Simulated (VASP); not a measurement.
Consider the following.

```
Al3InAs4
1.0
    0.00032     5.78513     5.77171
    5.78513     0.00032     5.77171
    2.89273     2.89273     0.00000
In As Al
1 4 3
Direct
  0.99933   0.99933   0.00135
  0.13567   0.13567   0.22866
  0.12998   0.60937   0.26064
  0.60937   0.12998   0.26064
  0.62501   0.62501   0.24998
  0.99950   0.50089   0.99961
  0.50089   0.99950   0.99961
  0.50024   0.50024   0.99951
```

Computed with PBEsol GGA, VASP's PBE PAW potentials (set 64) (plane waves; VASP 6.6.1). Numerical set-up: 400 eV cut-off, Gaussian smearing of 0.050 eV, potentials In_d As Al.

Unless said otherwise, spin-orbit coupling is left out, though it shifts the bands of the heavy elements here.

Give the energies of bands 12 to 25 at the high-symmetry points, in eV from the valence-band maximum.

```json
[
 {"band": "12", "Γ": "-5.61", "Y": "-3.66", "C0": "-3.90", "Z": "-4.80", "A0": "-5.45", "T": "-5.63", "S": "-3.73", "R": "-5.22"},
 {"band": "13", "Γ": "-2.39", "Y": "-3.31", "C0": "-3.67", "Z": "-4.72", "A0": "-5.41", "T": "-5.62", "S": "-3.47", "R": "-5.17"},
 {"band": "14", "Γ": "-2.37", "Y": "-2.99", "C0": "-3.43", "Z": "-3.33", "A0": "-2.49", "T": "-2.41", "S": "-2.89", "R": "-2.97"},
 {"band": "15", "Γ": "-1.20", "Y": "-2.94", "C0": "-2.19", "Z": "-3.17", "A0": "-2.45", "T": "-2.35", "S": "-2.81", "R": "-2.95"},
 {"band": "16", "Γ": "-1.05", "Y": "-1.69", "C0": "-1.69", "Z": "-3.06", "A0": "-2.42", "T": "-2.33", "S": "-1.92", "R": "-2.83"},
 {"band": "17", "Γ": "-1.02", "Y": "-1.66", "C0": "-1.68", "Z": "-3.04", "A0": "-2.30", "T": "-2.29", "S": "-1.77", "R": "-2.78"},
 {"band": "18", "Γ": "-0.92", "Y": "-1.49", "C0": "-1.62", "Z": "-2.98", "A0": "-1.91", "T": "-1.20", "S": "-0.84", "R": "-1.90"},
 {"band": "19", "Γ": "-0.17", "Y": "-1.31", "C0": "-1.44", "Z": "-2.83", "A0": "-1.64", "T": "-1.00", "S": "-0.82", "R": "-1.88"},
 {"band": "20", "Γ": "-0.12", "Y": "-1.25", "C0": "-1.30", "Z": "-1.24", "A0": "-1.17", "T": "-0.90", "S": "-0.45", "R": "-1.73"},
 {"band": "21", "Γ": "0.00", "Y": "-0.75", "C0": "-0.51", "Z": "-0.91", "A0": "-1.08", "T": "-0.80", "S": "-0.35", "R": "-1.51"},
 {"band": "22", "Γ": "1.11", "Y": "2.14", "C0": "2.36", "Z": "2.80", "A0": "1.51", "T": "1.16", "S": "1.90", "R": "2.08"},
 {"band": "23", "Γ": "1.21", "Y": "2.29", "C0": "2.48", "Z": "3.12", "A0": "1.63", "T": "1.26", "S": "2.06", "R": "2.10"},
 {"band": "24", "Γ": "1.59", "Y": "2.79", "C0": "2.72", "Z": "4.08", "A0": "2.09", "T": "1.40", "S": "2.09", "R": "2.28"},
 {"band": "25", "Γ": "1.70", "Y": "3.06", "C0": "3.31", "Z": "4.10", "A0": "2.27", "T": "1.74", "S": "2.49", "R": "2.60"}
]
```

The gap is direct, 1.12 eV, from the valence maximum at Γ to the conduction minimum at Γ.

The structure was generated: Al3InAs4 was put into an ordered model structure (Amm2), which need not be its known phase. It was relaxed first.
